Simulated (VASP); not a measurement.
Input:

```cif
data_CaO
_chemical_formula_sum 'Ca1 O1'
_space_group_name_H-M_alt 'P 1'
_space_group_IT_number 1
_cell_length_a 3.45803
_cell_length_b 3.45803
_cell_length_c 3.45803
_cell_angle_alpha 60.000
_cell_angle_beta 60.000
_cell_angle_gamma 60.000
loop_
_space_group_symop_operation_xyz
  'x, y, z'
loop_
_atom_site_label
_atom_site_type_symbol
_atom_site_fract_x
_atom_site_fract_y
_atom_site_fract_z
_atom_site_occupancy
Ca1 Ca 0.00000 0.00000 0.00000 1
O1 O 0.50000 0.50000 0.50000 1
```

The numbers are results of vdW-DF2, VASP's PBE PAW potentials (set 64) (plane waves; VASP), not measurements. Run with 520 eV cut-off, 9×9×9 Γ-centred mesh, Gaussian smearing of 0.050 eV, potentials Ca_sv O.

Problem. Give the energy at these volumes per atom, relative to the lowest: 13.72, 14.16, 14.60, 15.04, 15.48 Å³.

Solution. 19.8, 4.9, 0.0, 3.7, 14.7 meV/atom. A third-order Birch-Murnaghan fit gives B0 = 104 GPa and B0′ = 4.3.

Measured: a 4.781 Å at 0 K (computed value off by +2.3 %), as given by Wei Chen et al., Physical Review Materials (2018), doi:10.1103/physrevmaterials.2.073803 [zero-point anharmonic expansion removed].

The compound is CaO in the rock salt structure. It was relaxed first, which changed the volume by +5 %.
